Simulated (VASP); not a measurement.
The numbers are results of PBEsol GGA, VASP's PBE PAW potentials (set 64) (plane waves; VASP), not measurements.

A VASP calculation is set up with these files.

INCAR:
```
SYSTEM = Mg
PREC = Accurate
ENCUT = 500
EDIFF = 1E-6
NELM = 100
ALGO = Normal
LREAL = .FALSE.
LASPH = .TRUE.
ISMEAR = 1
SIGMA = 0.1
GGA = PS
LWAVE = .FALSE.
LCHARG = .FALSE.
IBRION = 2
ISIF = 3
NSW = 40
EDIFFG = -0.02
PSTRESS = 300
```

KPOINTS:
```
Automatic mesh
0
Gamma
15 15 8
0 0 0
```

**POSCAR**
```
Mg
1.0
  1.3991286426  -2.4233627456   0.0000000000
  1.3991286426   2.4233627456   0.0000000000
  0.0000000000   0.0000000000   4.5416941929
Mg
2
Cart
  1.3991286426   0.8077891974   1.1354235482
  1.3991286426  -0.8077891974   3.4062706447
```

POTCAR, in this order: Mg (PBE.64 set). Program: vasp_std.

Q: What does the run give for the energy per atom (σ→0), volume per atom, band gap (on the k-mesh)?

A: 
```yaml
energy per atom (σ→0): -1.240 eV/atom
band gap (on the k-mesh): none (metal, semimetal or under 0.01 eV)
volume_per_atom: 15.42 Å³/atom
```

OSZICAR:
```
...
       N       E                     dE             d eps       ncg     rms          rms(c)
DAV:   1    -0.247320540540E+01    0.14171E-01   -0.19175E-04  1872   0.107E-01    0.421E-03
DAV:   2    -0.247320528391E+01    0.12148E-06   -0.61355E-07  1842   0.708E-03
   4 F= 0.32934802E+01 E0= 0.32934956E+01  d E =-.286007E-05
       N       E                     dE             d eps       ncg     rms          rms(c)
DAV:   1    -0.248007462204E+01   -0.68692E-02   -0.42733E-05  1866   0.498E-02    0.201E-03
DAV:   2    -0.248007405944E+01    0.56260E-06   -0.14014E-07  1242   0.342E-03
   5 F= 0.32934595E+01 E0= 0.32934760E+01  d E =-.235219E-04
```

The compound is Mg in the hcp structure. This run relaxes it under an external pressure of 30 GPa. Symmetry was kept, so distortions that lower it aren't found.
